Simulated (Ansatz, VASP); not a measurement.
One calculation of Si, two programs

The input INCAR:

```
SYSTEM = Si
ALGO     = Fast           ! electronic algorithm
EDIFF    = 1E-6           ! SCF threshold, eV
ENCUT    = 520            ! plane-wave cutoff, eV
GGA      = CA             ! functional
ISIF     = 2              ! what is computed and relaxed
ISMEAR   = 0              ! smearing method
LASPH    = .True.         ! aspherical terms in the spheres
LCHARG   = .False.        ! write CHGCAR
LREAL    = .False.        ! projectors in reciprocal space
LWAVE    = .False.        ! write WAVECAR
NBANDS   = 11             ! bands
NELM     = 100            ! most SCF steps
PREC     = Accurate       ! precision mode
SIGMA    = 0.15           ! smearing width, eV
```

Contents of KPOINTS:

```
k-points
0
Gamma
  24 24 12
  0 0 0
```

Contents of POSCAR:

```
Si
1.0
    2.5084044741      0.0000000000      0.0000000000
   -1.2542022371      2.1723419976      0.0000000000
    0.0000000000      0.0000000000      5.0886740867
Si
2
Direct
    0.3333333333      0.6666666667      0.2500000000
    0.6666666667      0.3333333333      0.7500000000
```

Input for Ansatz:

```yaml
crystal:
  lattice:
    - [2.5084044741, 0.0, 0.0]
    - [-1.2542022371, 2.1723419976, 0.0]
    - [0.0, 0.0, 5.0886740867]
  atoms:
    - { symbol: Si, position: [0.3333333333, 0.6666666667, 0.25] }
    - { symbol: Si, position: [0.6666666667, 0.3333333333, 0.75] }
basis:
  ecutwfc: 420
kpoints:
  mp_grid: { grid: [24, 24, 12] }
hamiltonian:
  xc: lda
scf:
  occupations: { method: gaussian, width: 0.15 }
output:
  forces: true
  stress: true
  eigenvalues: true
```

Alike in both runs: task single point; functional LDA; k mesh 24 × 24 × 12; occupations gaussian, width 0.15 eV; no spin polarisation.

|  | VASP | Ansatz |
| --- | --- | --- |
| version | VASP 6.6.1 | Ansatz 0.2.0 |
| potentials or method | VASP PAW LDA potentials, release 64 (Si) | scalar-relativistic, plane waves, PAW |
| plane-wave cutoff (eV) | 520 | 420 |
| valence electrons in the cell | 8 | 8 |

Ansatz gave:

| Property | Result |
| --- | --- |
| gap on the k mesh at the Fermi level (eV) | none |
| pressure (GPa) | 3.5 |
| largest component of the traceless stress (GPa) | 10.00 |

Task: What did VASP give for the same quantities?

Result: gap on the k mesh at the Fermi level (eV): none; pressure (GPa): 3.6; largest component of the traceless stress (GPa): 10.02.

A gap of «none» marks a metal or a gap that the smearing closes.
